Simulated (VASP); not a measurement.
Something may be wrong with this VASP 6.6.1 calculation of ZrScCl2.

File INCAR:

```
PREC = Accurate
ENCUT = 600
EDIFF = 1E-6
ISMEAR = -1
SIGMA = 0.05
LREAL = F
LASPH = T
NELM = 65
ALGO = Damped
ISIF = 3
LWAVE = F
LCHARG = F
GGA = PE
IBRION = 2
NSW = 30
EDIFFG = -0.01
PSTRESS = 0
TIME = 2.0
```

KPOINTS

```
regular mesh
0
Gamma
  5 5 4
```

POSCAR

```
ZrScCl2
1.0
    4.7703200000      0.0000000000      0.0000000000
   -2.3851600000      4.1312200000      0.0000000000
    0.0000000000      0.0000000000      6.0746500000
Zr Sc Cl
1 1 2
Direct
    0.0000000000      0.0000000000      0.5000000000
    0.0000000000      0.0000000000      0.0000000000
    0.3333300000      0.6666700000      0.0000000000
    0.6666700000      0.3333300000      0.0000000000
```

Potentials or basis: VASP PAW PBE potentials, release 64 (Zr_sv, Sc_sv, Cl).

The run is started by

```bash
$ cat potpaw_PBE.64/Zr_sv/POTCAR potpaw_PBE.64/Sc_sv/POTCAR potpaw_PBE.64/Cl/POTCAR > POTCAR
$ mpirun -np 1 vasp_std > vasp.out
```

OUTCAR:

```text
PREC = Accurate
   ENCUT = 600
   EDIFF = 1E-6
   ISMEAR = -1
   LREAL = F
   LASPH = T
   NELM = 65
   ISIF = 3
   GGA = PE
   IBRION = 2
   NSW = 30
   EDIFFG = -0.01
   PSTRESS = 0

 ion  position               nearest neighbor table
   1  0.000  0.000  0.500-   2 3.04   2 3.04
[... 854 lines left out ...]

  FORCE on cell =-STRESS in cart. coord.  units (eV):
  Direction    XX          YY          ZZ          XY          YZ          ZX
  --------------------------------------------------------------------------------------
  -------------------------------------------------------------------------------------
  Total     -523.2605121   -530.6166670   -599.6192537     -6.3696803      0.0000000      0.0000000
  in kB     -128.5628441   -130.3702195   -147.3238565     -1.5650029      0.0000000      0.0000000
  external PRESSURE =    -135.4189734 kB  Pullay stress =       0.0000000 kB

 VOLUME and BASIS-vectors are now :
 -----------------------------------------------------------------------------
  energy-cutoff  :      600.00
  volume of cell :     6520.98
      direct lattice vectors                 reciprocal lattice vectors
    19.121314169 -0.045106125  0.000000000     0.052369373  0.030400381  0.000000000
    -9.599720151 16.537007725  0.000000000     0.000142842  0.060553352  0.000000000
     0.000000000  0.000000000 20.650640301     0.000000000  0.000000000  0.048424649

 POSITION                                       TOTAL-FORCE (eV/Angst)
 -----------------------------------------------------------------------------------
      0.00000      0.00000     10.32532         0.000000      0.000000      0.000000
     19.12131     -0.04511     20.65064         0.000000      0.000000      0.000000
     -0.07875     11.04007     20.65064         0.175523     -0.101339      0.000000
      9.60035      5.45183      0.00000        -0.175523      0.101339     -0.000000
 -----------------------------------------------------------------------------------
    total drift:                                0.000000      0.000000      0.000000

  FREE ENERGIE OF THE ION-ELECTRON SYSTEM (eV)
  ---------------------------------------------------
  free  energy   TOTEN  =       953.0198440516 eV

  energy  without entropy=      953.2236213575  energy(sigma->0) =      953.12173270
```

On the terminal:

```text
POSCAR found type information on POSCAR ZrScCl
 POSCAR found :  3 types and       4 ions
 scaLAPACK will be used
[... 49 lines left out ...]

 soft stop encountered!  aborting job ...
 deleting file STOPCAR
```

Problem. What happened, and what is wrong with the input?

Solution. The run was cut off at its time limit. The input holds a flaw that was put in on purpose: damping step far too long (ALGO = Damped; TIME = 2).
